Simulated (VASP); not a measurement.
Here is a VASP 6.6.1 calculation.

File INCAR:

```
ALGO     = Normal         # electronic algorithm
EDIFF    = 1E-7           # SCF threshold, eV
ENCUT    = 520            # plane-wave cutoff, eV
GGA      = PE             # functional
ISIF     = 2              # what is computed and relaxed
ISMEAR   = -1             # smearing method
ISPIN    = 2              # spin polarisation
LASPH    = True           # aspherical terms in the spheres
LCHARG   = False          # write CHGCAR
LMAXMIX  = 4              # l up to which the mixer works
LORBIT   = 11             # projections on sites
LREAL    = False          # projectors in reciprocal space
LWAVE    = False          # write WAVECAR
MAGMOM   = 0 1 0          # initial moments
NBANDS   = 28             # bands
NELM     = 150            # most SCF steps
PREC     = Accurate       # precision mode
SIGMA    = 0.05           # smearing width, eV
```

KPOINTS

```
k-points
0
Gamma
  6 6 6
```

The input POSCAR:

```
RbNiBi
1.0
    4.3267820600      0.0000000000      0.0000000000
    0.0000000000      4.3267820600      0.0000000000
    0.0000000000      0.0000000000      4.3888483500
Rb Ni Bi
1 1 1
Direct
    0.5000000000      0.5000000000      0.0000000000
    0.5000000000      0.5000000000      0.5000000000
    0.0000000000      0.0000000000      0.0000000000
```

Potentials or basis: VASP PAW PBE potentials, release 64 (Rb_sv, Ni, Bi_d).

Launch:

```sh
$ cat potpaw_PBE.64/Rb_sv/POTCAR potpaw_PBE.64/Ni/POTCAR potpaw_PBE.64/Bi_d/POTCAR > POTCAR
$ mpirun -np 1 vasp_std > vasp.out
```

(1) Predict the band gap on the k mesh.

(2) What does it give for the pressure?

Answers

(1) none (metal or under the smearing width).

(2) 14.1 GPa.

Caveat: spin-orbit coupling is left out, which moves the levels of the heavy elements.
